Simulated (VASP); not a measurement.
Input:

```xyz
2
Lattice="1.9169 1.1346 3.1929 -2.0136 1.1346 3.2518 -0.0483 -2.2692 3.2224" Properties=species:S:1:pos:R:3 pbc="T T T"
Cl    -0.0363     0.0000     2.4173
Cl    -0.1087     0.0000     7.2498
```

Level of theory: PBEsol GGA, VASP's PBE PAW potentials (set 64) (plane waves; VASP). Settings: 480 eV cut-off, 10×10×10 Γ-centred mesh, first-order Methfessel-Paxton smearing of 0.10 eV, potentials Cl.

Q: Predict the energy per atom (σ→0), band gap (on the k-mesh) with the smallest direct gap where there is one.

A: 
```json
{
 "band gap (on the k-mesh)": "none (metal, semimetal or under 0.01 eV)",
 "energy per atom (σ→0)": "-1.426 eV/atom"
}
```

Only differences to runs with the same potentials and settings are physical.

The structure was generated: Cl was put into the A7 type (R-3m), which need not be its known phase. This cell was strained or had an atom moved on purpose.
